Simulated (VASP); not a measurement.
A convergence study with VASP on HgTe (zinc blende): a few settings are varied, all else stays as given below, so the limit is that of these other settings. The cell's lengths are 1 % over those of the tabulated start and one atom is moved, so it is off equilibrium.

```xyz
2
Lattice="0.0000 3.2623 3.2623 3.2623 0.0000 3.2623 3.2623 3.2623 0.0000" Properties=species:S:1:pos:R:3 pbc="T T T"
Hg     0.0000     0.0000     0.0000
Te     1.6918     1.6312     1.6312
```

These are PBEsol GGA, VASP's PBE PAW potentials (set 64) (plane waves; VASP) values and carry that method's errors. The last row used: 550 eV cut-off, 6×6×6 Γ-centred mesh, Gaussian smearing of 0.050 eV, potentials Hg Te.

| setting | E (eV/atom) | pressure (GPa) | largest force (eV/Å) | electronic steps |
|---|---|---|---|---|
| ALGO = Normal, EDIFF = 1E-2 | -2.1791 | -0.64 | 0.204 | 8 |
| ALGO = Normal, EDIFF = 1E-3 | -2.1790 | 0.04 | 0.204 | 9 |
| ALGO = Normal, EDIFF = 1E-4 | -2.1791 | -0.01 | 0.203 | 10 |
| ALGO = Normal, EDIFF = 1E-5 | -2.1791 | 0.00 | 0.203 | 10 |
| ALGO = Normal, EDIFF = 1E-6 | -2.1791 | -0.06 | 0.203 | 13 |
| ALGO = Normal, EDIFF = 1E-7 | -2.1791 | -0.06 | 0.203 | 13 |
| ALGO = Normal, EDIFF = 1E-8 | -2.1791 | -0.05 | 0.203 | 15 |
| ALGO = Normal, EDIFF = 1E-9 | -2.1791 | -0.05 | 0.203 | 17 |
| ALGO = Fast, EDIFF = 1E-2 | -2.1791 | -0.64 | 0.207 | 8 |
| ALGO = Fast, EDIFF = 1E-3 | -2.1790 | 0.05 | 0.205 | 9 |
| ALGO = Fast, EDIFF = 1E-4 | -2.1790 | -0.01 | 0.205 | 9 |
| ALGO = Fast, EDIFF = 1E-5 | -2.1791 | 0.03 | 0.203 | 11 |
| ALGO = Fast, EDIFF = 1E-6 | -2.1791 | -0.06 | 0.203 | 12 |
| ALGO = Fast, EDIFF = 1E-7 | -2.1791 | -0.06 | 0.203 | 14 |
| ALGO = Fast, EDIFF = 1E-8 | -2.1791 | -0.05 | 0.203 | 17 |
| ALGO = Fast, EDIFF = 1E-9 | -2.1791 | -0.05 | 0.203 | 23 |
| ALGO = All, EDIFF = 1E-2 | -2.1786 | 0.28 | 0.206 | 9 |
| ALGO = All, EDIFF = 1E-3 | -2.1790 | -0.13 | 0.205 | 10 |
| ALGO = All, EDIFF = 1E-4 | -2.1791 | -0.05 | 0.203 | 12 |
| ALGO = All, EDIFF = 1E-5 | -2.1791 | -0.06 | 0.203 | 13 |
| ALGO = All, EDIFF = 1E-6 | -2.1791 | -0.05 | 0.203 | 14 |
| ALGO = All, EDIFF = 1E-7 | -2.1791 | -0.05 | 0.203 | 16 |
| ALGO = All, EDIFF = 1E-8 | -2.1791 | -0.05 | 0.203 | 17 |
| ALGO = All, EDIFF = 1E-9 | -2.1791 | -0.05 | 0.203 | 19 |

Left out are rungs that failed or repeat a setting and relaxations that didn't move; long series are thinned to 24 rows.

The compound is HgTe in the zinc blende structure. The cell was not relaxed at this level, it is distorted from the ideal structure.
